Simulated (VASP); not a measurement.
**GeS2 (relaxed from the rutile structure, space group P4_2/mnm): computed properties**

Level of theory: PBEsol GGA, VASP's PBE PAW potentials (set 64) (plane waves; VASP).

- space group = P4_2/mnm (136)
- cell = a = b = 5.817 Å, c = 3.470 Å, α = β = γ = 90.00°
- volume per atom = 19.57 Å³/atom
- band gap (over mesh and band path) = none (metal, semimetal or under 0.01 eV)
- band gap with spin-orbit coupling = none (metallic)
- density = 3.87 g/cm³

Space group P4₂/mnm (No. 136); a = 5.817 Å, b = 5.817 Å, c = 3.470 Å, α = 90.00°, β = 90.00°, γ = 90.00°

```json
[
 {"atom": "Ge", "site": "2a", "symmetry": "m.mm", "x": "0.0000", "y": "0.0000", "z": "0.0000"},
 {"atom": "S", "site": "4f", "symmetry": "m.2m", "x": "0.3093", "y": "0.3093", "z": "0.0000"}
]
```

The structure was generated: GeS2 was put into the rutile type (P4_2/mnm), which need not be its known phase. It was relaxed first, which changed the volume by +9 %. Symmetry was kept, so distortions that lower it aren't found.
